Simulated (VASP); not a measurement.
Here is the system:

```xyz
2
Lattice="0.0000 2.5008 2.5008 2.5008 0.0000 2.5008 2.5008 2.5008 0.0000" Properties=species:S:1:pos:R:3 pbc="T T T"
Eu     0.0000     0.0000     0.0000
N      2.5008     2.5008     2.5008
```

Calculation: PBEsol GGA, VASP's PBE PAW potentials (set 64) (plane waves; VASP). Run with 520 eV cut-off, Gaussian smearing of 0.050 eV, potentials Eu_2 N.

The 4f electrons are frozen in the core of the lanthanide potential, so 4f levels, which can set the real gap, and their magnetism are missing.

### Question
Predict the band gap (along the path) with the smallest direct gap where there is one.

### Answer

```
Item                                                          Value
-------------------------  ----------------------------------------
band gap (along the path)  none (metal, semimetal or under 0.01 eV)
```

Only differences to runs with the same potentials and settings are physical.

The structure comes from a measured EuN entry (Fm-3m) of the Crystallography Open Database, whose conditions weren't checked. It was relaxed first. The electron count is odd and the run is not spin-polarised, which forces a metal.
